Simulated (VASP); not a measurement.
Here is the system:

```
CELL_PARAMETERS angstrom
      1.80971    -3.13450     0.00000
      1.80971     3.13450     0.00000
      0.00000     0.00000     5.85841
ATOMIC_POSITIONS crystal
  Hf 0.00000 0.00000 0.00000
  S  0.33333 0.66667 0.24743
  S  0.66667 0.33333 0.75257
```

All values below come from PBE GGA with D3 dispersion (zero damping), VASP's PBE PAW potentials (set 64) (plane waves; VASP). Numerical set-up: 520 eV cut-off, 8×8×4 Γ-centred mesh, tetrahedra with Blöchl corrections, potentials Hf_pv S.

The cores are frozen, which limits the accuracy of field gradients.

**Question.** Give the principal components of the electric field gradient (V/Å²) and the asymmetry η at each nucleus.

**Answer.** 
```csv
atom,Vxx,Vyy,Vzz,η
Hf1,13.1,13.1,-26.2,0.00
S2,1.2,1.2,-2.4,0.00
S3,1.2,1.2,-2.4,0.00
```

The compound is HfS2 in the 1T layered structure. It was relaxed first.
